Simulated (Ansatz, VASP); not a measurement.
## ZnGaP: VASP beside Ansatz

File INCAR:

```
SYSTEM = ZnGaP
PREC = Accurate
ENCUT = 600
EDIFF = 1E-6
ISMEAR = -1
SIGMA = 0.05
LREAL = .FALSE.
LASPH = .TRUE.
NELM = 100
ALGO = Fast
ISIF = 3
LWAVE = .FALSE.
LCHARG = .FALSE.
GGA = PS
IBRION = 2
NSW = 60
EDIFFG = -0.01
```

KPOINTS

```
regular mesh
0
G
  8 8 6
  0 0 0
```

POSCAR

```
ZnGaP
1.0
    4.0159400000      0.0000000000      0.0000000000
   -2.0079700000      3.4779100000      0.0000000000
    0.0000000000      0.0000000000      4.4042000000
Zn Ga P
1 1 1
Direct
    0.0000000000      0.0000000000      0.5000000000
    0.6666700000      0.3333300000      0.0000000000
    0.3333300000      0.6666700000      0.5000000000
```

File input.yaml:

```yaml
crystal:
  lattice:
    - [4.01594, 0.0, 0.0]
    - [-2.00797, 3.47791, 0.0]
    - [0.0, 0.0, 4.4042]
  atoms:
    - { symbol: Zn, position: [0.0, 0.0, 0.5] }
    - { symbol: Ga, position: [0.66667, 0.33333, 0.0] }
    - { symbol: P, position: [0.33333, 0.66667, 0.5] }
hamiltonian:
  xc: pbesol
  pseudopotentials: { kind: paw }
kpoints:
  mp_grid: { grid: [8, 8, 6] }
scf:
  occupations: { method: fermi_dirac, width: 0.05 }
output:
  forces: true
  stress: true
  eigenvalues: true
relax:
  f_tol: 0.01
  max_steps: 40
  cell: { stress_tol: 0.05 }
```

The cell was built by a generator and needn't be a form met in nature.

Alike in both runs: task relaxation of cell and atoms; functional PBEsol; k mesh 8 × 8 × 6; occupations fermi-dirac, width 0.05 eV; no spin polarisation.

|  | VASP | Ansatz |
| --- | --- | --- |
| version | VASP 6.6.1 | Ansatz 0.2.0 |
| potentials or method | VASP PAW PBE potentials, release 64 (Zn, Ga_d, P) | Ansatz PAW |
| plane-wave cutoff (eV) | 600 | 420 |
| valence electrons in the cell | 30 | 30 |

VASP gave:

* gap on the k mesh at the Fermi level, each at its own relaxed structure (eV): none
* relaxed volume (Å³/atom): 19.05
* relaxed cell length with the largest relative difference (Å): 3.959
* energy change over the relaxation (meV/atom): -14

Task: Which values does Ansatz return?

Result: gap on the k mesh at the Fermi level, each at its own relaxed structure (eV): none; relaxed volume (Å³/atom): 19.01; relaxed cell length with the largest relative difference (Å): 3.956; energy change over the relaxation (meV/atom): -15.

A gap of «none» marks a metal or a gap that the smearing closes.

Caveats: the PAW data sets were made with another functional, which shifts forces and pressure a little (VASP); the plane-wave basis is chosen anew once the cell has moved, so the energies of steps on either side of that aren't comparable (Ansatz); the PAW data sets come from PBE, with cores solved anew for the run's functional, which leaves a small shift of forces and pressure (Ansatz).
